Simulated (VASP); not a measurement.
Data:

```
PtZr3
1.0
    4.27657     0.00000     0.00000
    0.00000     4.27657     0.00000
    0.00000     0.00000     4.27657
Zr Pt
3 1
Direct
  0.00000   0.50000   0.50000
  0.50000   0.00000   0.50000
  0.50000   0.50000   0.00000
  0.00000   0.00000   0.00000
```

These are PBEsol GGA, VASP's PBE PAW potentials (set 64) (plane waves; VASP) values and carry that method's errors. Numerical set-up: 400 eV cut-off, 8×8×8 Γ-centred mesh, tetrahedra with Blöchl corrections, potentials Zr_sv Pt.

The cores are frozen, which limits the accuracy of field gradients.

**Question.** Give the principal components of the electric field gradient (V/Å²) and the asymmetry η at each nucleus.

**Answer.** 
```json
[
 {"atom": "Zr1", "Vxx": "-27.9", "Vyy": "-27.9", "Vzz": "55.9", "η": "0.00"},
 {"atom": "Zr2", "Vxx": "-27.9", "Vyy": "-27.9", "Vzz": "55.9", "η": "0.00"},
 {"atom": "Zr3", "Vxx": "-27.9", "Vyy": "-27.9", "Vzz": "55.9", "η": "0.00"},
 {"atom": "Pt4", "Vxx": "0.0", "Vyy": "0.0", "Vzz": "0.0", "η": "-"}
]
```

The structure comes from a computed database's Zr3Pt entry (Pm-3m); how it stands against other phases isn't given here. It was relaxed first, which changed the volume by -5 %.
